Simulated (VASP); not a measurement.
All values below come from optB86b-vdW, VASP's PBE PAW potentials (set 64) (plane waves; VASP).

The input files of a VASP run:

**INCAR**
```
SYSTEM = TiB2
PREC = Accurate; ENCUT = 520; LREAL = .False.
LASPH = .True.
EDIFF = 1E-7; NELM = 100; ALGO = Normal
LMAXMIX = 4
ISMEAR = 1; SIGMA = 0.1
GGA = MK; LUSE_VDW = .True.; AGGAC = 0.0
PARAM1 = 0.1234; PARAM2 = 1.0
IBRION = 2; NSW = 30; ISIF = 4
EDIFFG = -0.01
LWAVE = .False.; LCHARG = .False.
```

POSCAR:
```
TiB2
1
    1.5137455620    -2.6218842496     0.0000000000
    1.5137455620     2.6218842496     0.0000000000
    0.0000000000     0.0000000000     3.2156819903
Ti B
1 2
Direct
  1.0000000000   1.0000000000   1.0000000000
  0.3333330000   0.6666670000   0.5000000000
  0.6666670000   0.3333330000   0.5000000000
```

KPOINTS:
```
K-points
0
G
  12 12 10
```

POTCAR, in this order: Ti_sv B (PBE.64 set). Program: vasp_std.

Output

OSZICAR:
```
       N       E                     dE             d eps       ncg     rms          rms(c)
DAV:   1     0.131219192677E+03    0.13122E+03   -0.93964E+03  2964   0.158E+03
DAV:   2    -0.156546452401E+02   -0.14687E+03   -0.14308E+03  3059   0.393E+02
DAV:   3    -0.252477364731E+02   -0.95931E+01   -0.94896E+01  4341   0.947E+01
DAV:   4    -0.255682647444E+02   -0.32053E+00   -0.32005E+00  3784   0.160E+01
DAV:   5    -0.255777354235E+02   -0.94707E-02   -0.94703E-02  4428   0.235E+00    0.168E+01
DAV:   6    -0.204759223609E+02    0.51018E+01   -0.26314E+01  3943   0.595E+01    0.386E+00
DAV:   7    -0.205050244582E+02   -0.29102E-01   -0.17533E+00  3316   0.159E+01    0.336E+00
DAV:   8    -0.205152356211E+02   -0.10211E-01   -0.17289E-01  4210   0.384E+00    0.753E-01
DAV:   9    -0.205081614057E+02    0.70742E-02   -0.75480E-02  3973   0.368E+00    0.321E-01
DAV:  10    -0.205072446926E+02    0.91671E-03   -0.50379E-03  3681   0.978E-01    0.589E-02
DAV:  11    -0.205072599263E+02   -0.15234E-04   -0.53311E-04  4264   0.301E-01    0.479E-02
DAV:  12    -0.205072458972E+02    0.14029E-04   -0.11792E-04  3860   0.150E-01    0.932E-03
DAV:  13    -0.205072450805E+02    0.81670E-06   -0.10949E-05  3896   0.441E-02    0.262E-03
DAV:  14    -0.205072449857E+02    0.94832E-07   -0.31766E-07  3162   0.728E-03
   1 F= -.20507245E+02 E0= -.20507001E+02  d E =-.205072E+02
```

**OUTCAR**
```
------------------------ aborting loop because EDIFF is reached ----------------------------------------
  FORCE on cell =-STRESS in cart. coord.  units (eV):
  Direction    XX          YY          ZZ          XY          YZ          ZX
  --------------------------------------------------------------------------------------
  Total        0.0111326      0.0111326      0.0080307      0.0000000     -0.0000000     -0.0000000
  in kB        0.6987754      0.6987754      0.5040726      0.0000000     -0.0000000     -0.0000000
  external PRESSURE =       0.6338745 kB  Pullay stress =       0.0000000 kB
  volume of cell :       25.53
      direct lattice vectors                 reciprocal lattice vectors
     1.513745562 -2.621884250  0.000000000     0.330306501 -0.190702545  0.000000000
     1.513745562  2.621884250  0.000000000     0.330306501  0.190702545  0.000000000
     0.000000000  0.000000000  3.215681990     0.000000000  0.000000000  0.310976024
 POSITION                                       TOTAL-FORCE (eV/Angst)
 -----------------------------------------------------------------------------------
      0.00000      0.00000      0.00000         0.000000     -0.000000      0.000000
      1.51375      0.87396      1.60784         0.000000      0.000000      0.000000
      1.51375     -0.87396      1.60784        -0.000000     -0.000000     -0.000000
 -----------------------------------------------------------------------------------
    total drift:                                0.000000     -0.000000      0.000000
  FREE ENERGIE OF THE ION-ELECTRON SYSTEM (eV)
  ---------------------------------------------------
  free  energy   TOTEN  =       -20.5072449857 eV

  energy  without entropy=      -20.5065128155  energy(sigma->0) =      -20.50700093

 reached required accuracy - stopping structural energy minimisation
```
(Selected blocks of OUTCAR.)

The compound is TiB2 in the AlB2 type structure. It was relaxed first.
